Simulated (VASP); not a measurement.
# A VASP study of FeSi2 (Linzhiite) (optB86b-vdW + U): structure first, properties next, part 9 of 12

What structure does FeSi2 (Linzhiite) take at this level, and what are its properties? The start is a cell from a database of measured crystal structures.

VASP 6.6.1, plane waves and PAW; the level of theory is named at each step.

Still holding for the runs below: The magnetic order is the lowest of the few collinear ones that converged above; longer or canted patterns were not tried. The cell is doubled for it, so bands and modes from the zone boundary of the chemical cell fold onto Γ and the labels are those of the larger cell. A U on the itinerant d states of such a compound is hard to justify; it moves the bands at the Fermi level and favours large moments.

So far, pressure (GPa): step 2 (magnetic order: ferromagnetic) 12.1; step 7 (full relaxation (optB86b-vdW + U)) 0.0424; step 8 (second relaxation) -0.0451; step 9 (single point with fields (optB86b-vdW + U)) 0.0950; step 10 (band structure (optB86b-vdW + U)) 0.0886.

### 11. Density of states (optB86b-vdW + U)

Level of this step: optB86b-vdW, DFT+U (Fe d 5 eV), spin-polarised from an antiferromagnetic start; plane waves and PAW (Fe, Si) (VASP).

A density of states needs more k-points than a total energy; ISMEAR = -5 takes tetrahedra, and LORBIT projects the states on the PAW spheres. The mesh is finer than in the run before.

The input, INCAR:

```
SYSTEM = FeSi2
PREC = Accurate
ENCUT = 400
EDIFF = 1E-06
NELM = 100
ISMEAR = -5
SIGMA = 0.05
LREAL = .FALSE.
ALGO = Normal
GGA = MK
AGGAC = 0
LUSE_VDW = .TRUE.
PARAM1 = 0.1234
PARAM2 = 1
LASPH = .TRUE.
NBANDS = 35
ISPIN = 2
MAGMOM = 2.147 -2.147 0 0 0 0
LDAU = .TRUE.
LDAUTYPE = 2
LDAUL = 2 -1
LDAUU = 5 0
LDAUJ = 0 0
LDAUPRINT = 1
LMAXMIX = 4
LORBIT = 11
LWAVE = .FALSE.
LCHARG = .FALSE.
KPAR = 8
NEDOS = 2001
```

The input, POSCAR:

```
FeSi2
1.0
    5.4941218942      0.0000000000      0.0000000000
    2.7470609472      2.7470609472      0.0000000000
    0.0000000000      0.0000000000      5.2268827890
Fe Si
2 4
Direct
    0.0000000000      0.5000000000      0.0000000000
    0.5000000000      0.5000000000      0.0000000000
    0.0000000000      0.0000000000      0.2755871446
    0.5000000000      0.0000000000      0.2755871446
    0.0000000000      0.0000000000      0.7244128554
    0.5000000000      0.0000000000      0.7244128554
```

The input, KPOINTS:

```
Automatic mesh
0
Gamma
12 12 7
0 0 0
```

Potentials, in the order of the species: Fe and Si (PBE family, release 64).

Run with:

```sh
> mpirun -np 8 vasp_std
```

The program printed:

```text
[... set-up lines as in an earlier step ...]
 entering main loop
       N       E                     dE             d eps       ncg     rms          rms(c)
DAV:   1     0.169745920673E+03    0.16975E+03   -0.10260E+04 15680   0.743E+02
DAV:   2    -0.106470264671E+02   -0.18039E+03   -0.15895E+03 16034   0.194E+02
DAV:   3    -0.228168288344E+02   -0.12170E+02   -0.11503E+02 19315   0.590E+01
DAV:   4    -0.231037687338E+02   -0.28694E+00   -0.28575E+00 19085   0.861E+00
DAV:   5    -0.231115670431E+02   -0.77983E-02   -0.78012E-02 19842   0.152E+00    0.217E+01
DAV:   6    -0.266154733237E+02   -0.35039E+01   -0.14524E+01 18922   0.774E+01    0.235E+01
DAV:   7    -0.213950672542E+02    0.52204E+01   -0.10771E+01 19877   0.643E+01    0.743E+00
DAV:   8    -0.217102973046E+02   -0.31523E+00   -0.72555E-01 23818   0.583E+00    0.443E+00
DAV:   9    -0.217774055488E+02   -0.67108E-01   -0.96795E-02 25608   0.482E+00    0.191E+00
DAV:  10    -0.218303372453E+02   -0.52932E-01   -0.54453E-02 27209   0.322E+00    0.707E-01
DAV:  11    -0.218588505629E+02   -0.28513E-01   -0.23997E-02 24611   0.118E+00    0.392E-01
DAV:  12    -0.218694833669E+02   -0.10633E-01   -0.76632E-03 24807   0.901E-01    0.297E-01
DAV:  13    -0.218757786618E+02   -0.62953E-02   -0.77550E-03 26114   0.107E+00    0.130E-01
DAV:  14    -0.218770262254E+02   -0.12476E-02   -0.22669E-03 24666   0.349E-01    0.606E-02
DAV:  15    -0.218771829131E+02   -0.15669E-03   -0.17976E-04 23945   0.127E-01    0.309E-02
DAV:  16    -0.218772375610E+02   -0.54648E-04   -0.86224E-05 24909   0.855E-02    0.173E-02
DAV:  17    -0.218772481088E+02   -0.10548E-04   -0.16315E-05 23344   0.265E-02    0.807E-03
DAV:  18    -0.218772504074E+02   -0.22986E-05   -0.10775E-06 12099   0.114E-02    0.302E-03
DAV:  19    -0.218772516190E+02   -0.12115E-05   -0.11103E-06 10446   0.765E-03    0.174E-03
DAV:  20    -0.218772515510E+02    0.67925E-07   -0.35926E-07  9354   0.472E-03
   1 F= -.21877252E+02 E0= -.21877252E+02  d E =0.000000E+00  mag=     0.0000
 -----------------------------------------------------------------------------
|                                                                             |
|           W    W    AA    RRRRR   N    N  II  N    N   GGGG   !!!           |
|           W    W   A  A   R    R  NN   N  II  NN   N  G    G  !!!           |
|           W    W  A    A  R    R  N N  N  II  N N  N  G       !!!           |
|           W WW W  AAAAAA  RRRRR   N  N N  II  N  N N  G  GGG   !            |
|           WW  WW  A    A  R   R   N   NN  II  N   NN  G    G                |
|           W    W  A    A  R    R  N    N  II  N    N   GGGG   !!!           |
|                                                                             |
|     Tetrahedron method does not include variations of the Fermi             |
|     occupations, so forces and stress will be inaccurate. We suggest        |
|     using a different smearing scheme ISMEAR = 1 or 2 for metals in         |
|     relaxations.                                                            |
|                                                                             |
 -----------------------------------------------------------------------------
```

Run time: 3.4 min. Hardware: 8 MPI ranks of Intel Xeon Platinum 8259CL at 2.50GHz (Skylake/Cascade Lake), shared host; peak memory 5.3 GiB.

From OUTCAR (step 11):

```text
   k-points           NKPTS =    112   k-points in BZ     NKDIM =    112   number of bands    NBANDS=     35

   NELECT =      32.0000    total number of electrons

atom =   1  type =  1  l = 2

 onsite density matrix

spin component  1

  0.8644  0.0000 -0.0000  0.0000 -0.0000
  0.0000  0.8823  0.0000  0.0000 -0.0000
 -0.0000  0.0000  0.8894  0.0000  0.0000
  0.0000  0.0000  0.0000  0.8823  0.0000
 -0.0000 -0.0000  0.0000  0.0000  0.8685

spin component  2

  0.7822 -0.0000 -0.0000  0.0000  0.0000
 -0.0000  0.6006 -0.0000  0.0000  0.0000
 -0.0000 -0.0000  0.2161  0.0000  0.0000
  0.0000  0.0000  0.0000  0.6006  0.0000
  0.0000  0.0000  0.0000  0.0000  0.1177

 occupancies and eigenvectors

  o =  0.1177  v =  0.0000  0.0000  0.0000  0.0000  0.0000  0.0000 -0.0000  0.0000  0.0000 -1.0000      0.0000  0.0000  0.0000  0.0000  0.0000  0.0000  0.0000  0.0000  0.0000  0.0000
  o =  0.2161  v =  0.0000  0.0000  0.0000  0.0000  0.0000 -0.0000 -0.0000 -1.0000  0.0000 -0.0000      0.0000  0.0000  0.0000  0.0000  0.0000  0.0000  0.0000  0.0000  0.0000  0.0000
  o =  0.6006  v =  0.0000  0.0000  0.0000  0.0000  0.0000  0.0000  0.3827 -0.0000 -0.9239 -0.0000      0.0000  0.0000  0.0000  0.0000  0.0000  0.0000  0.0000  0.0000  0.0000  0.0000
  o =  0.6006  v =  0.0000  0.0000  0.0000  0.0000  0.0000 -0.0000  0.9239 -0.0000  0.3827 -0.0000      0.0000  0.0000  0.0000  0.0000  0.0000  0.0000  0.0000  0.0000  0.0000  0.0000
  o =  0.7822  v =  0.0000  0.0000  0.0000  0.0000  0.0000 -1.0000  0.0000  0.0000 -0.0000 -0.0000      0.0000  0.0000  0.0000  0.0000  0.0000  0.0000  0.0000  0.0000  0.0000  0.0000
  o =  0.8644  v =  1.0000 -0.0000  0.0000 -0.0000  0.0000  0.0000  0.0000  0.0000  0.0000  0.0000      0.0000  0.0000  0.0000  0.0000  0.0000  0.0000  0.0000  0.0000  0.0000  0.0000
  o =  0.8685  v = -0.0000  0.0000 -0.0000 -0.0000  1.0000  0.0000  0.0000  0.0000  0.0000  0.0000      0.0000  0.0000  0.0000  0.0000  0.0000  0.0000  0.0000  0.0000  0.0000  0.0000
  o =  0.8823  v = -0.0000 -0.3827 -0.0000  0.9239  0.0000  0.0000  0.0000  0.0000  0.0000  0.0000      0.0000  0.0000  0.0000  0.0000  0.0000  0.0000  0.0000  0.0000  0.0000  0.0000
  o =  0.8823  v =  0.0000  0.9239  0.0000  0.3827 -0.0000  0.0000  0.0000  0.0000  0.0000  0.0000      0.0000  0.0000  0.0000  0.0000  0.0000  0.0000  0.0000  0.0000  0.0000  0.0000
  o =  0.8894  v = -0.0000 -0.0000  1.0000  0.0000  0.0000  0.0000  0.0000  0.0000  0.0000  0.0000      0.0000  0.0000  0.0000  0.0000  0.0000  0.0000  0.0000  0.0000  0.0000  0.0000

atom =   2  type =  1  l = 2

 onsite density matrix

spin component  1

spin component  2

  0.8644  0.0000 -0.0000 -0.0000 -0.0000
  0.0000  0.8823  0.0000  0.0000  0.0000
 -0.0000  0.0000  0.8894  0.0000  0.0000
 -0.0000  0.0000  0.0000  0.8823  0.0000
 -0.0000  0.0000  0.0000  0.0000  0.8685

 occupancies and eigenvectors

  o =  0.1177  v =  0.0000 -0.0000  0.0000  0.0000 -1.0000  0.0000  0.0000  0.0000  0.0000  0.0000      0.0000  0.0000  0.0000  0.0000  0.0000  0.0000  0.0000  0.0000  0.0000  0.0000
  o =  0.2161  v = -0.0000  0.0000 -1.0000  0.0000 -0.0000  0.0000  0.0000  0.0000  0.0000  0.0000      0.0000  0.0000  0.0000  0.0000  0.0000  0.0000  0.0000  0.0000  0.0000  0.0000
  o =  0.6006  v =  0.0000  0.3827  0.0000 -0.9239 -0.0000  0.0000  0.0000  0.0000  0.0000  0.0000      0.0000  0.0000  0.0000  0.0000  0.0000  0.0000  0.0000  0.0000  0.0000  0.0000
  o =  0.6006  v =  0.0000  0.9239  0.0000  0.3827 -0.0000  0.0000  0.0000  0.0000  0.0000  0.0000      0.0000  0.0000  0.0000  0.0000  0.0000  0.0000  0.0000  0.0000  0.0000  0.0000
  o =  0.7822  v = -1.0000  0.0000  0.0000 -0.0000 -0.0000  0.0000  0.0000  0.0000  0.0000  0.0000      0.0000  0.0000  0.0000  0.0000  0.0000  0.0000  0.0000  0.0000  0.0000  0.0000
  o =  0.8644  v =  0.0000  0.0000  0.0000  0.0000  0.0000  1.0000 -0.0000  0.0000  0.0000  0.0000      0.0000  0.0000  0.0000  0.0000  0.0000  0.0000  0.0000  0.0000  0.0000  0.0000
  o =  0.8685  v =  0.0000  0.0000  0.0000  0.0000  0.0000 -0.0000 -0.0000 -0.0000 -0.0000  1.0000      0.0000  0.0000  0.0000  0.0000  0.0000  0.0000  0.0000  0.0000  0.0000  0.0000
  o =  0.8823  v =  0.0000  0.0000  0.0000  0.0000  0.0000 -0.0000 -0.3827 -0.0000  0.9239 -0.0000      0.0000  0.0000  0.0000  0.0000  0.0000  0.0000  0.0000  0.0000  0.0000  0.0000
  o =  0.8823  v =  0.0000  0.0000  0.0000  0.0000  0.0000  0.0000  0.9239  0.0000  0.3827  0.0000      0.0000  0.0000  0.0000  0.0000  0.0000  0.0000  0.0000  0.0000  0.0000  0.0000
  o =  0.8894  v =  0.0000  0.0000  0.0000  0.0000  0.0000 -0.0000 -0.0000  1.0000  0.0000  0.0000      0.0000  0.0000  0.0000  0.0000  0.0000  0.0000  0.0000  0.0000  0.0000  0.0000

 E-fermi :   9.5196

 spin component 1
 k-point     1 :       0.0000    0.0000    0.0000
  band No.  band energies     occupation
    ...
     12       7.0796      1.00000
     13       7.0799      1.00000
     14       7.2827      1.00000
     15       8.8371      1.00000
     16       8.9887      1.08436
     17      11.1320      0.00000
     18      12.0663      0.00000
     19      12.0665      0.00000
     20      12.1695      0.00000
     21      12.2232      0.00000
    ...

 k-point     2 :       0.0833    0.0000    0.0000
  band No.  band energies     occupation
    ...
     12       7.0004      1.00000
     13       7.0480      1.00000
     14       7.2245      1.00000
     15       9.0038      1.00000
     16       9.1494      1.16482
     17      10.9110      0.00000
     18      11.4095      0.00000
     19      11.4771      0.00000
     20      12.0820      0.00000
     21      12.1687      0.00000
    ...

Total vdW correction in eV:      4.2609845

  Total       -0.1568087     -0.1568087      0.1115169     -0.0000000      0.0000000      0.0000000
  in kB       -3.1847216     -3.1847216      2.2648628     -0.0000000      0.0000000      0.0000000
  external PRESSURE =      -1.3681935 kB  Pullay stress =       0.0000000 kB

 POSITION                                       TOTAL-FORCE (eV/Angst)
 -----------------------------------------------------------------------------------
      1.37353      1.37353      0.00000         0.000000      0.000000      0.000000
      4.12059      1.37353      0.00000         0.000000     -0.000000      0.000000
      0.00000      0.00000      1.44046         0.000000      0.000000     -0.010991
      2.74706      0.00000      1.44046        -0.000000     -0.000000     -0.010991
      0.00000      0.00000      3.78642        -0.000000     -0.000000      0.010991
      2.74706      0.00000      3.78642        -0.000000     -0.000000      0.010991
 -----------------------------------------------------------------------------------
    total drift:                                0.000000      0.000000     -0.000000

  FREE ENERGIE OF THE ION-ELECTRON SYSTEM (eV)
  ---------------------------------------------------
  free  energy   TOTEN  =       -21.8772515510 eV

  energy  without entropy=      -21.8772515510  energy(sigma->0) =      -21.87725155

Total vdW correction in eV:      4.2609814

 magnetization (x)
# of ion       s       p       d       tot
------------------------------------------
    1        0.024   0.049   2.067   2.140
    2       -0.024  -0.049  -2.067  -2.140
    3        0.000   0.000   0.000   0.000
    4        0.000   0.000   0.000   0.000
    5        0.000   0.000   0.000   0.000
    6        0.000   0.000   0.000   0.000
--------------------------------------------------
tot          0.000  -0.000   0.000  -0.000

[... 6 parts as in an earlier step ...]

[... 10 further parts left out ...]
```

With tetrahedra the forces and stress of a metal are not exact derivatives of the energy.

Numbers from this step:

| Item | Value |
| --- | --- |
| SCF cycles | 20 |
| irreducible k-points | 112 |
| free energy (TOTEN) | -21.88 eV |
| Fermi energy | 9.520 eV |
| pressure | -0.1368 GPa |
| DOS at the Fermi level | 1.318 states/eV/cell |

The density of states has structure finer than the step of the table below, so its rows give means over 0.5 eV, whole bins alone (the curve runs from -12.0 to 3.22 eV). Peaks (eV: height): total -5.39: 7.57, -5.17: 8.05, -3.35: 6.41, -2.67: 8.47; Fe d -5.17: 4.91, -4.34: 3.81, -3.35: 3.00, -2.67: 5.90; Si p -5.39: 0.867, -5.17: 0.859, -3.35: 0.981, 3.15: 0.945; Si s -9.70: 0.595, -8.79: 0.598, 0.88: 0.476, 1.56: 0.518; Fe p -5.17: 0.214, -3.35: 0.307, -2.90: 0.221, 0.88: 0.142.

States under -12.0 eV and over 3.2 eV are left out; both spin channels agree and are summed. Table of density of states by energy, zero at the Fermi level; means over each step; values in states/eV/cell:

```csv
energy (eV),total,Fe d,Si p,Si s,Fe p,Fe s
-11.5,0.964,0.0113,0.0377,0.323,0.0388,0.0874
-11.0,1.14,0.0223,0.0509,0.381,0.0535,0.0881
-10.5,1.47,0.0428,0.0700,0.496,0.0794,0.0960
-10.0,1.58,0.0668,0.0677,0.555,0.0972,0.0710
-9.5,1.57,0.112,0.0834,0.529,0.0963,0.0596
-9.0,1.77,0.200,0.102,0.568,0.114,0.0523
-8.5,1.89,0.350,0.116,0.562,0.112,0.0362
-8.0,1.36,0.318,0.108,0.351,0.0563,0.0312
-7.5,1.45,0.366,0.167,0.267,0.0398,0.0629
-7.0,1.45,0.371,0.224,0.139,0.0388,0.0997
-6.5,1.74,0.530,0.281,0.0939,0.0623,0.0989
-6.0,3.19,1.30,0.507,0.0673,0.111,0.0932
-5.5,5.20,2.78,0.653,0.0601,0.145,0.126
-5.0,5.09,2.90,0.602,0.0955,0.130,0.0623
-4.5,4.56,2.71,0.486,0.103,0.110,0.0944
-4.0,4.18,2.23,0.535,0.0888,0.172,0.0790
-3.5,4.61,2.06,0.739,0.108,0.247,0.0706
-3.0,4.40,2.31,0.612,0.0734,0.202,0.0424
-2.5,5.44,3.63,0.501,0.109,0.161,0.0283
-2.0,3.20,1.88,0.351,0.0626,0.105,0.0210
-1.5,1.71,0.782,0.219,0.0322,0.0875,0.0113
-1.0,1.91,0.856,0.212,0.0376,0.100,0.0138
-0.5,1.44,0.665,0.136,0.0339,0.0712,0.0197
0.0,1.36,0.557,0.146,0.123,0.0500,0.0182
0.5,3.13,1.41,0.275,0.233,0.0831,0.0866
1.0,3.60,1.71,0.333,0.318,0.0977,0.0542
1.5,3.99,1.72,0.441,0.377,0.109,0.0450
2.0,3.42,1.34,0.452,0.285,0.0892,0.0445
2.5,3.22,1.17,0.448,0.229,0.0826,0.112
```

The finer mesh and the other smearing move the Fermi level by -0.02 eV from the 8×8×5 run, a small shift, which tests the Fermi level alone. Of the states within 0.3 eV of the Fermi level, the largest shares in the PAW spheres are Fe d 41 %, Si p 11 % and Si s 8 %. The rest lies in smaller channels or between the spheres.

(Continued in part 10 of 12.)

[Lines on the potential files, build, host, timing and source positions are cut from VASP's logs without a mark.]

[Logs are printed without paths, hosts, clocks, repeated set-up lines and the standing remarks that a program may print on its own settings, such as how far it seeks lower states.]

[Hosts, paths, dates, database ids (printed as entryN), source tags and the programs' standing remarks are cut or masked in the printed files.]

[A measured line is paired with the nearest computed mode of its activity, which favours agreement.]
